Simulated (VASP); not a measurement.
Given:

```yaml
crystal:
  lattice:
    - [3.65240, 0.00000, 0.00000]
    - [-1.82620, 3.16308, 0.00000]
    - [0.00000, 0.00000, 5.89503]
  atoms:
    - { symbol: Y, position: [0.33333, 0.66667, 0.25000] }
    - { symbol: Y, position: [0.66667, 0.33333, 0.75000] }
```

Calculation: PBE GGA, VASP's PBE PAW potentials (set 64) (plane waves; VASP 6.6.1). Settings: 300 eV cut-off, 11×11×6 Γ-centred mesh, Fermi-Dirac smearing of 0.10 eV, potentials Y_sv.

At this cut-off the stress carries a Pulay error, which pulls relaxed volumes low. The run has a spin-polarised start.

### Question
Predict the cell moment, energy per atom (σ→0), pressure, band gap (on the k-mesh) with the smallest direct gap where there is one.

### Answer

- band gap (on the k-mesh): none (metal, semimetal or under 0.01 eV)
- cell moment: 0.00 μB
- energy per atom (σ→0): -6.421 eV/atom
- pressure: -1.51 GPa

The structure comes from a computed database's Y entry; how it stands against other phases isn't given here. The cell was not relaxed at this level.
